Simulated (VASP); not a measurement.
Level of theory: LDA (Ceperley-Alder, Perdew-Zunger), VASP's LDA PAW potentials (set 64) (plane waves; VASP).

VASP input:

POSCAR:
```
CdS
1
    2.0012562424    -3.4662773291     0.0000000000
    2.0012562424     3.4662773291     0.0000000000
    0.0000000000     0.0000000000     6.5060789502
Cd S
2 2
Direct
  0.6666670000   0.3333330000   0.5000693886
  0.3333330000   0.6666670000   0.0000693886
  0.6666670000   0.3333330000   0.8769306114
  0.3333330000   0.6666670000   0.3769306114
```

INCAR:
```
SYSTEM  =  CdS
PREC  =  Accurate; ENCUT  =  500; LREAL  =  F
LASPH  =  T
EDIFF  =  1E-6; NELM  =  100; ALGO  =  Normal
LMAXMIX  =  4
ISMEAR  =  0; SIGMA  =  0.05
IBRION  =  2; NSW  =  40; ISIF  =  3
EDIFFG  =  -0.02; PSTRESS  =  50
LWAVE  =  F; LCHARG  =  F
```

### KPOINTS
```
kpoints
0
G
 6 6 4
```

POTCAR, in this order: Cd S (LDA.64 set). Program: vasp_std.

The resulting files:

### OSZICAR
```
       N       E                     dE             d eps       ncg     rms          rms(c)
DAV:   1     0.255045772142E+03    0.25505E+03   -0.17803E+04   924   0.148E+03
DAV:   2    -0.129203837999E+01   -0.25634E+03   -0.25144E+03  1020   0.369E+02
DAV:   3    -0.156010387360E+02   -0.14309E+02   -0.14263E+02  1116   0.872E+01
DAV:   4    -0.157645874949E+02   -0.16355E+00   -0.16345E+00  1080   0.925E+00
DAV:   5    -0.157673546827E+02   -0.27672E-02   -0.27670E-02  1128   0.115E+00    0.147E+01
DAV:   6    -0.147799714878E+02    0.98738E+00   -0.23774E+00  1212   0.183E+01    0.109E+01
DAV:   7    -0.147513192695E+02    0.28652E-01   -0.10212E+00  1050   0.614E+00    0.345E+00
DAV:   8    -0.147298276288E+02    0.21492E-01   -0.19954E-01  1160   0.484E+00    0.677E-01
DAV:   9    -0.147286435479E+02    0.11841E-02   -0.25016E-02  1062   0.228E+00    0.177E-01
DAV:  10    -0.147283186382E+02    0.32491E-03   -0.14333E-03  1132   0.513E-01    0.677E-02
DAV:  11    -0.147283357601E+02   -0.17122E-04   -0.14121E-04  1044   0.835E-02    0.474E-02
DAV:  12    -0.147283477375E+02   -0.11977E-04   -0.31847E-05  1080   0.311E-02    0.321E-02
DAV:  13    -0.147283395678E+02    0.81697E-05   -0.38292E-05  1056   0.515E-02    0.706E-03
DAV:  14    -0.147283398780E+02   -0.31022E-06   -0.31779E-06  1004   0.126E-02
   1 F= -.11911418E+02 E0= -.11911418E+02  d E =-.119114E+02
```

OUTCAR:
```
------------------------ aborting loop because EDIFF is reached ----------------------------------------
  FORCE on cell =-STRESS in cart. coord.  units (eV):
  Direction    XX          YY          ZZ          XY          YZ          ZX
  --------------------------------------------------------------------------------------
  Total        2.7849141      2.7849139      2.8120273      0.0000000      0.0000000      0.0000000
  in kB       49.4318723     49.4318677     49.9131272      0.0000000      0.0000000      0.0000000
  external PRESSURE =      -0.4077110 kB  Pullay stress =      50.0000000 kB
  volume of cell :       90.26
      direct lattice vectors                 reciprocal lattice vectors
     2.001256242 -3.466277329  0.000000000     0.249843068 -0.144246969  0.000000000
     2.001256242  3.466277329  0.000000000     0.249843068  0.144246969  0.000000000
     0.000000000  0.000000000  6.506078950     0.000000000  0.000000000  0.153702408
  FREE ENERGIE OF THE ION-ELECTRON SYSTEM (eV)
  ---------------------------------------------------
  free  energy   TOTEN  =       -14.7283398780 eV

  energy  without entropy=      -14.7283398780  energy(sigma->0) =      -14.72833988
  enthalpy is  TOTEN    =       -11.9114183233 eV   P V=        2.8169215547

 reached required accuracy - stopping structural energy minimisation
```
(Selected blocks of OUTCAR.)

The compound is CdS in the wurtzite structure. It was relaxed first under an external pressure of 5 GPa.
